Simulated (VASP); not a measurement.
Here is the system:

```xyz
3
Lattice="3.4484 0.0000 0.0000 -1.7242 2.9864 0.0000 0.0000 0.0000 7.1336" Properties=species:S:1:pos:R:3 pbc="T T T"
W      0.0000     0.0000     0.0000
Te     0.0000     1.9909     1.8435
Te     1.7242     0.9955     5.2901
```

Method: LDA (Ceperley-Alder, Perdew-Zunger), VASP's LDA PAW potentials (set 64) (plane waves; VASP). Settings: 400 eV cut-off, Gaussian smearing of 0.050 eV, potentials W_sv Te.

**Question.** Give the energies of bands 7 to 16 at the high-symmetry points, in eV from the Fermi level.

**Answer.** 
```
band      Γ      M      K      A      L      H
----  -----  -----  -----  -----  -----  -----
7     -7.22  -7.17  -6.06  -6.04  -7.15  -5.83
8     -2.77  -5.54  -5.47  -4.32  -5.93  -5.46
9     -2.77  -4.35  -5.47  -2.76  -4.46  -5.46
10    -2.00  -3.38  -3.96  -2.76  -3.25  -4.44
11    -1.73  -3.16  -3.57  -0.84  -2.48  -3.45
12    -0.77  -1.97  -3.57  -0.77  -2.23  -3.45
13    -0.77  -1.08   0.52  -0.77  -0.79  -0.16
14     1.37   0.96   0.52   1.21   1.11  -0.16
15     1.37   1.11   0.60   1.21   1.52   0.62
16     3.67   2.09   2.21   3.96   2.73   3.33
```

It has no gap at this level: it comes out as a metal or semimetal.

The structure was generated: Te2W was put into the CdI2 type (P-3m1), which need not be its known phase. It was relaxed first, which changed the volume by -24 %.
